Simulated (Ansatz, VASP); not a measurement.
**One calculation of LiBe16 (a cell with a defect), two programs**

```
CELL_PARAMETERS angstrom
-2.29000 -3.96640 0.00000
3.43500 -1.98320 0.00000
0.00000 0.00000 7.17686
ATOMIC_POSITIONS crystal
Be 0.77279 0.33951 0.99257
Be 0.49454 0.40149 0.24682
Be 0.74317 0.53913 0.49314
Be 0.49465 0.40190 0.73945
Be 0.55940 0.72414 0.99344
Be 0.24046 0.85278 0.24732
Be 0.48362 0.04484 0.49324
Be 0.24039 0.85264 0.73893
Be 0.17559 0.54407 0.99292
Be 0.00694 0.34800 0.24761
Be 0.23910 0.53520 0.49303
Be 0.00736 0.34780 0.73809
Be 0.96765 0.94532 0.99356
Be 0.73568 0.89888 0.24651
Be 0.98963 0.02860 0.49318
Be 0.73593 0.89895 0.74034
Li 0.37351 0.13353 0.99302
```

Alike in both runs: functional PBE; k mesh 5 × 5 × 3; occupations gaussian, width 0.15 eV; no spin polarisation.

Ansatz relaxed the structure, and its values are those at the end. VASP's run is a single point on that final structure, the one shown.

|  | VASP | Ansatz |
| --- | --- | --- |
| version | VASP 6.6.1 | Ansatz 0.2.0 |
| potentials or method | VASP PAW PBE potentials, release 64 (Be, Li_sv) | scalar-relativistic, plane waves, PAW |
| plane-wave cutoff (eV) | 520 | 420 |
| valence electrons in the cell | 35 | 35 |

Ansatz gave:

| Item | Value |
| --- | --- |
| rms of the force components (eV/Å) | 0.003 |

Estimate VASP's values.

rms of the force components (eV/Å): 0.005.

With one functional, cell and mesh, what is left measures potentials, basis and numerics.
